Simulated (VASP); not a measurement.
Given:

```
CELL_PARAMETERS angstrom
     -1.65000     1.65000     1.65000
      1.65000    -1.65000     1.65000
      1.65000     1.65000    -1.65000
ATOMIC_POSITIONS crystal
  Ta 0.00000 0.00000 0.00000
```

Method: PBE GGA, VASP's PBE PAW potentials (set 64) (plane waves; VASP). Run with 480 eV cut-off, 14×14×14 Γ-centred mesh, first-order Methfessel-Paxton smearing of 0.10 eV, potentials Ta_pv.

Q: The ions, cell shape and volume are relaxed. Give the cell that the relaxation ends in.

A: 
```
CELL_PARAMETERS angstrom
     -1.65981     1.65981     1.65981
      1.65981    -1.65981     1.65981
      1.65981     1.65981    -1.65981
ATOMIC_POSITIONS crystal
  Ta 0.00000 0.00000 0.00000
```
Space group Im-3m (229), at a tolerance of 0.03 Å.

Q: How do energy and volume change from the first to the last step?

A: The energy (σ→0) changes by -3.6 meV/atom and the volume by +1.8 %, in 3 ionic steps.

The compound is Ta in the bcc structure. This run relaxes it. Symmetry was kept, so distortions that lower it aren't found.
